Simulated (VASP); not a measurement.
A run of VASP 6.6.1 is set up as follows.

File POSCAR:

```
K2VF4
1.0
    0.0000000000      4.0478303600      0.0000000000
    4.0478303600      0.0000000000      0.0000000000
    2.0239151800      2.0239151800     -6.6062687200
V F K
1 4 2
Direct
    0.0000000000      0.0000000000      0.0000000000
    0.1510000000      0.1510000000      0.6980000000
    0.8490000000      0.8490000000      0.3020000000
    0.0000000000      0.5000000000      0.0000000000
    0.5000000000      0.0000000000      0.0000000000
    0.3520000000      0.3520000000      0.2960000000
    0.6480000000      0.6480000000      0.7040000000
```

INCAR.step1

```
PREC = Accurate
ENCUT = 520
ISMEAR = 1
SIGMA = 0.1333
LREAL = False
LASPH = True
NELM = 150
LMAXMIX = 4
LDAU = True
LDAUTYPE = 2
LDAUL = 2 -1 -1
LDAUU = 3.21 0 0
LDAUJ = 0 0 0
NBANDS = 38
NELECT = 58.0
GGA = PE
ALGO = Normal
EDIFF = 1E-4
LWAVE = True
LCHARG = False
```

Contents of INCAR.step2:

```
PREC = Accurate
ENCUT = 520
EDIFF = 1E-7
ISMEAR = 1
SIGMA = 0.1333
LREAL = False
LASPH = True
NELM = 150
ALGO = Normal
ISIF = 2
LWAVE = False
LCHARG = False
LMAXMIX = 4
LDAU = True
LDAUTYPE = 2
LDAUL = 2 -1 -1
LDAUU = 3.21 0 0
LDAUJ = 0 0 0
LDAUPRINT = 1
METAGGA = R2SCAN
LMIXTAU = True
NBANDS = 38
NELECT = 58.0
ISTART = 1
```

Contents of KPOINTS:

```
regular mesh
0
Gamma
  5 5 5
```

Potentials or basis: VASP PAW PBE potentials, release 64 (V_sv, F, K_sv).

Command:

```bash
$ cat potpaw_PBE.64/V_sv/POTCAR potpaw_PBE.64/F/POTCAR potpaw_PBE.64/K_sv/POTCAR > POTCAR
$ cp INCAR.step1 INCAR
$ mpirun -np 1 vasp_std > vasp.out
$ cp INCAR.step2 INCAR
$ mpirun -np 1 vasp_std > vasp.out
```

(1) What does it give for the band gap on the k mesh?

(2) What does it give for the largest force?

Results:

(1) 1.45 eV, indirect (least direct gap 1.92 eV).

(2) 1.904 eV/Å.

Caveat: the cell carries a net charge on a neutralising background, which shifts energy and pressure; the cell is charged against a uniform background, so pressure and absolute levels hang on convention; the PAW data sets were made with another functional, which shifts forces and pressure a little; an odd mesh through Γ misses points on the zone boundary, where band edges often lie.
